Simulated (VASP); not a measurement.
AgB:

```
Ag B
1.0
     2.94002    0.00000    0.00000
     0.00000    2.94002    0.00000
     0.00000    0.00000    2.94002
Ag B
1 1
Direct
  0.00000 0.00000 0.00000
  0.50000 0.50000 0.50000
```

The cell was built by a generator and needn't be a form met in nature.

```yaml
Program: VASP 6.6.1
Task: relaxation of cell and atoms
Functional: PBE
Potentials_or_basis: VASP PAW PBE potentials, release 64 (Ag, B)
Cutoff: 600 eV
k_mesh: 6 × 6 × 6
Occupations: fermi-dirac, width 0.1 eV
Spin: no spin polarisation
```

At the start: pressure -3.7 GPa; volume 12.71 Å³/atom.

Question: Where does the relaxation end?

Answer: Over 3 steps the energy falls by 4.7 meV/atom and the volume is 12.30 Å³/atom (-3.2 %); space group Pm-3m (No. 221, to 0.05 Å).

Step by step:
| step | energy change (eV) | largest force (eV/Å) | pressure (GPa) | volume (Å³) |
| --- | --- | --- | --- | --- |
| 1 | 0.0000 | 0.0000 | -3.65 | 25.41 |
| 2 | -0.0087 | 0.0000 | 1.13 | 24.36 |
| 3 | -0.0094 | 0.0000 | -0.02 | 24.60 |

Final structure:
```yaml
crystal:
  lattice:
    - [2.90815, 0.00000, 0.00000]
    - [0.00000, 2.90815, 0.00000]
    - [0.00000, 0.00000, 2.90815]
  atoms:
    - { symbol: Ag, position: [0.00000, 0.00000, 0.00000] }
    - { symbol: B, position: [0.50000, 0.50000, 0.50000] }
```
